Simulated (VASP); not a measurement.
Write the native input for VASP 6.6.1 that does the following.

| Quantity | Value |
| --- | --- |
| Task | single point |
| Functional | PBE |
| Potentials or basis | VASP PAW PBE potentials, release 64 (Al, In_d, Cl) |
| Cutoff | 520 eV |
| k mesh | 5 × 5 × 5 |
| Occupations | fermi-dirac, width 0.05 eV |
| Spin | no spin polarisation |
| Further INCAR settings | ALGO = Normal; EDIFF = 1e-07; NBANDS = 32 |

The structure of AlIn3Cl lies in POSCAR:

```
AlIn3Cl
1.0
    5.4434200000      0.0000000000      0.0000000000
    0.0000000000      5.4434200000      0.0000000000
    0.0000000000      0.0000000000      5.4434200000
Al In Cl
1 3 1
Direct
    0.0000000000      0.0000000000      0.0000000000
    0.5000000000      0.0000000000      0.0000000000
    0.0000000000      0.5000000000      0.0000000000
    0.0000000000      0.0000000000      0.5000000000
    0.5000000000      0.5000000000      0.5000000000
```

The cell was built by a generator and needn't be a form met in nature.

One way to write it, as run:

INCAR

```
SYSTEM = AlIn3Cl
ALGO = Normal
EDIFF = 1E-7
ENCUT = 520
GGA = PE
ISIF = 2
ISMEAR = -1
LASPH = .True.
LCHARG = .True.
LELF = .True.
LREAL = .False.
LVHAR = .True.
LWAVE = .False.
NBANDS = 32
NELM = 80
PREC = Accurate
SIGMA = 0.05
```

KPOINTS

```
k-points
0
Gamma
  5 5 5
  0 0 0
```

Potentials or basis: VASP PAW PBE potentials, release 64 (Al, In_d, Cl).

Run with:

```sh
$ cat potpaw_PBE.64/Al/POTCAR potpaw_PBE.64/In_d/POTCAR potpaw_PBE.64/Cl/POTCAR > POTCAR
$ mpirun -np 1 vasp_std > vasp.out
```

Results of the run:

```
Pressure               : 0.0 GPa
Band gap on the k mesh : none (metal or under the smearing width)
```

Caveat: an odd number of electrons without spin polarisation forces a metal; a magnetic or distorted state may lie lower.

Wall time 48 s on 1 thread of Intel(R) Xeon(R) Platinum 8488C (Sapphire Rapids), with other jobs on the host, peak memory 0.25 GiB.
